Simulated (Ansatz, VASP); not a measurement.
# Sr2Hf: VASP beside Ansatz, part 2 of 2

Aim: how closely do two programs agree when they are given the same cell, functional and k mesh? The cell is generated by rule, not measured, and may not be a known phase. The cell is taken from a series of runs on this material, whose earlier steps may have relaxed, scaled, displaced or heated it; both programs get it as it stands.

VASP 6.6.1 and Ansatz 0.2.0.

So far: The starting structure; Ansatz: relaxation of cell and atoms, PBEsol, pair 1; VASP: relaxation of cell and atoms, PBEsol, pair 1; Comparison.

## (5) VASP: relaxation of cell and atoms, PBEsol, pair 2

Level of this step: PBEsol; plane waves and PAW (Hf_pv, Sr_sv); invented cell (VASP).

The relaxed volume is the usual yardstick between codes: in a stiff, nearly cubic crystal its relative difference is about their pressure difference at one cell divided by the bulk modulus.

Contents of INCAR:

```
SYSTEM = Sr2Hf
PREC = Accurate
ENCUT = 500
EDIFF = 1E-07
NELM = 120
ISMEAR = 1
SIGMA = 0.2
LREAL = .FALSE.
ALGO = Normal
GGA = PS
NBANDS = 21
LASPH = .TRUE.
LORBIT = 11
LWAVE = .FALSE.
LCHARG = .FALSE.
ISIF = 3
IBRION = 2
NSW = 80
EDIFFG = -0.005
GGA_COMPAT = .FALSE.
NELMIN = 4
KPAR = 2
```

Contents of POSCAR:

```
Sr2Hf
1.0
    5.8877000000      0.0000000000      0.0000000000
   -2.9438500000      5.0988970000      0.0000000000
    0.0000000000      0.0000000000      3.3164540000
Hf Sr
1 2
Direct
    0.0000000000      0.0000000000      0.0000000000
    0.3333333660      0.6666667320      0.5000000000
    0.6666666340      0.3333332680      0.5000000000
```

Contents of KPOINTS:

```
Automatic mesh
0
Gamma
10 10 12
0 0 0
```

The projector-augmented-wave data sets are Hf_pv and Sr_sv (PBE family, release 64).

On the command line:

```
> mpirun -np 2 vasp_std
```

Numbers of over 12 decimals in the logs are rounded to 6 here.

Log:

```text
[banner, memory and clock lines left out]
running    2 mpi-ranks, on    1 nodes
[...]
[... a notice as in an earlier step ...]

 LDA part: xc-table for (Slater+PW92), standard interpolation
 POSCAR, INCAR and KPOINTS ok, starting setup
[...]
entering main loop
       N       E                     dE             d eps       ncg     rms          rms(c)
DAV:   1     0.148023683436E+03    0.14802E+03   -0.14828E+04  4140   0.125E+03
DAV:   2    -0.261364771442E+01   -0.15064E+03   -0.14625E+03  5004   0.290E+02
DAV:   3    -0.128471661706E+02   -0.10234E+02   -0.98571E+01  6799   0.517E+01
DAV:   4    -0.132301311214E+02   -0.38296E+00   -0.38110E+00  5959   0.851E+00
[...]
DAV:  12    -0.119740402356E+02    0.18610E-04   -0.10341E-04  6218   0.425E-02    0.197E-02
DAV:  13    -0.119740397180E+02    0.51752E-06   -0.62990E-06  5754   0.101E-02    0.999E-03
DAV:  14    -0.119740396702E+02    0.47789E-07   -0.30313E-07  4403   0.305E-03
   1 F= -.11974040E+02 E0= -.11969251E+02  d E =-.119740E+02
[...]
N       E                     dE             d eps       ncg     rms          rms(c)
DAV:   1    -0.119741002599E+02   -0.60542E-04   -0.19857E-03  4444   0.294E-01    0.600E-02
DAV:   2    -0.119740621423E+02    0.38118E-04   -0.12322E-04  5635   0.643E-02    0.281E-02
DAV:   3    -0.119740458615E+02    0.16281E-04   -0.23254E-05  6287   0.273E-02    0.202E-02
DAV:   4    -0.119740448436E+02    0.10179E-05   -0.76555E-06  7179   0.110E-02    0.125E-02
DAV:   5    -0.119740459176E+02   -0.10740E-05   -0.14804E-06  7113   0.555E-03    0.378E-03
DAV:   6    -0.119740463060E+02   -0.38832E-06   -0.39887E-07  5063   0.264E-03    0.252E-03
DAV:   7    -0.119740465267E+02   -0.22078E-06   -0.17345E-07  4140   0.193E-03    0.480E-04
DAV:   8    -0.119740465583E+02   -0.31537E-07   -0.20509E-08  2738   0.803E-04
   2 F= -.11974047E+02 E0= -.11969248E+02  d E =-.688804E-05
 trial-energy change:   -0.000007  1 .order   -0.000007   -0.000011   -0.000003
 step:   1.4359(harm=  1.4359)  dis= 0.00000  next Energy=   -11.974048 (dE=-0.822E-05)
 reached required accuracy - stopping structural energy minimisation
```

From OUTCAR (step 5):

```text
  Total        0.0046536      0.0046536     -0.0087502     -0.0000000      0.0000000     -0.0000000
  in kB        0.0749231      0.0749231     -0.1408785     -0.0000000      0.0000000     -0.0000000
  external PRESSURE =       0.0029892 kB  Pullay stress =       0.0000000 kB

 POSITION                                       TOTAL-FORCE (eV/Angst)
 -----------------------------------------------------------------------------------
      5.88753      0.00000      0.00000         0.000000      0.000000      0.000000
     -0.00000      3.39917      1.65752         0.000000     -0.000000     -0.000000
      2.94377      1.69958      1.65752        -0.000000     -0.000000      0.000000
 -----------------------------------------------------------------------------------
    total drift:                                0.000000      0.000000      0.000000

  FREE ENERGIE OF THE ION-ELECTRON SYSTEM (eV)
  ---------------------------------------------------
  free  energy   TOTEN  =       -11.9740465583 eV

  energy  without entropy=      -11.9596523320  energy(sigma->0) =      -11.96924848

[... 1 part as in an earlier step ...]

[... 3 further parts left out ...]
[key lines of the parts left out:]
E-fermi :   2.9545
```

## (6) Ansatz: relaxation of cell and atoms, PBEsol, pair 2

The same cell, functional, mesh and smearing now go to Ansatz, which takes its cutoff from its data sets.

The cell is taken from a series of runs on this material, whose earlier steps may have relaxed, scaled, displaced or heated it; both programs get it as it stands.

Contents of input.yaml:

```yaml
crystal:
  lattice:
    - [5.8876996036, 0.0, 0.0]
    - [-2.9438498018, 5.0988974266, 0.0]
    - [0.0, 0.0, 3.3164537072]
  atoms:
    - { symbol: Hf, position: [0.0, 0.0, 0.0] }
    - { symbol: Sr, position: [0.3333333333, 0.6666666667, 0.5] }
    - { symbol: Sr, position: [0.6666666667, 0.3333333333, 0.5] }
kpoints:
  mp_grid: { grid: [10, 10, 12] }
hamiltonian:
  xc: pbesol
scf:
  occupations: { method: methfessel_paxton, width: 0.2 }
output:
  forces: true
  stress: true
  eigenvalues: true
relax:
  adjacent_minimum: "off"
  f_tol: 0.001
  max_steps: 60
  cell: { stress_tol: 0.01 }
```

On the command line:

```
> ansatz run input.yaml --threads 8 --pin off --max-ram 14336MiB --backend cpu --events-out ev --progress --plain --runs-dir out
```

Log:

```text
[...]
Crystal: 3 atoms, lattice volume = 99.563 Å³
Basis set: ecut = 420 eV, 1955 PW (Γ), exchange–correlation on 80×80×48 points (8 copies of the dense FFT grid, shifted against one another)
Bands: 28, of which v1, the nominal top of the filled ones, is band 23 counted from 1 (22 counted from 0)
Symmetry: 24 space group operations
[...]
k-points: 98 of 1200
[...]
--- Relaxed structure (3 steps of the walk, 3 accepted, 1 SCFs on fresh bases) ---
[...]
cell:  # Å, volume = 99.4464 Å³
    - [5.887117, 0.0, 0.0]
    - [-2.943558, 5.098393, 0.0]
    - [0.0, 0.0, 3.313242]
  atoms:
    - { symbol: Hf, position: [0, 0, 0.0] }
    - { symbol: Sr, position: [0.333333, 0.666667, 0.500000] }
    - { symbol: Sr, position: [0.666667, 0.333333, 0.500000] }
[key lines of the parts left out:]
SCF converged after 8 iterations
Free energy (F): -22580.271010 eV
Fermi energy:    10.185853 eV
P = ⅓ Tr σ = 0.0009 GPa (0.009 kbar)
```

## (7) Differences

What differs besides the data sets and the points named for the pairs above, as far as they apply: the data sets hold 46 valence electrons in Ansatz (on its default PAW (the set named soft_2) files) and 30 in VASP. Total energies have different zeros and are not compared.

Both answers:

```csv
quantity,Ansatz,VASP,difference
volume (Å³),99.45,99.51,-0.07 %
"edge a after relaxation, in the typed setting (Å)",5.887,5.888,-0.01 %
"edge c after relaxation, in the typed setting (Å)",3.313,3.315,-0.05 %
```

## (8) Outcome

```yaml
difference_in_volume_relaxation_of_cell_and_atoms_pbesol_pair_1: -0.069 %
difference_in_volume_relaxation_of_cell_and_atoms_pbesol_pair_2: -0.068 %
```

**Reading.** The difference in volume is -0.069 % (relaxation of cell and atoms, PBEsol, pair 1), within the 1.2 % picked in this series as the mark of a large difference, as far as the stopping tolerances let one tell. The data sets hold unlike numbers of valence electrons (46 in Ansatz and 30 in VASP), so part of the differences comes from the potentials. 1 further run of this series is not shown here. Such differences can come from data sets, numerical settings and the points named under the comparisons, not from the functional's error against experiment.

[Lines on the potential files, build, host, timing and source positions are cut from VASP's logs without a mark.]

[Logs are printed without paths, hosts, clocks, repeated set-up lines and the standing remarks that a program may print on its own settings, such as how far it seeks lower states.]

[Hosts, paths, dates, database ids (printed as entryN), source tags and the programs' standing remarks are cut or masked in the printed files.]
